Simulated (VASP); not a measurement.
A run of VASP 6.6.1 is set up as follows.

The input INCAR:

```
PREC = Accurate ; ENCUT = 600
EDIFF = 1E-6 ; ISMEAR = 0
SIGMA = 0.05 ; LREAL = False
LASPH = True ; NELM = 60
ALGO = Normal ; ISIF = 3
LWAVE = False ; LCHARG = False
GGA = RP ; IBRION = 2
NSW = 40 ; EDIFFG = -0.005
```

Contents of KPOINTS:

```
Automatic mesh
0
Gamma
  8 8 8
```

The input POSCAR:

```
Pt2F
1.0
    0.0000000000      2.8524300000      2.8524300000
    2.8524300000      0.0000000000      2.8524300000
    2.8524300000      2.8524300000      0.0000000000
Pt F
2 1
Direct
    0.2500000000      0.2500000000      0.2500000000
    0.7500000000      0.7500000000      0.7500000000
    0.0000000000      0.0000000000      0.0000000000
```

Potentials or basis: VASP PAW PBE potentials, release 64 (Pt, F).

Command:

```bash
$ cat potpaw_PBE.64/Pt/POTCAR potpaw_PBE.64/F/POTCAR > POTCAR
$ mpirun -np 1 vasp_std > vasp.out
```

(1) What does it give for the relaxed volume?

(2) What does it give for the band gap on the k mesh?

(3) What does it give for the relaxed cell?

(4) Predict the space group after relaxing (to 0.05 Å).

Answers

(1) 15.96 Å³/atom.

(2) none (metal or under the smearing width).

(3) a = 4.076 Å, b = 4.076 Å, c = 4.076 Å, α = 60.00°, β = 60.00°, γ = 60.00°.

(4) Fm-3m (No. 225).

Caveat: the PAW data sets were made with another functional, which shifts forces and pressure a little; an odd number of electrons without spin polarisation forces a metal; a magnetic or distorted state may lie lower.
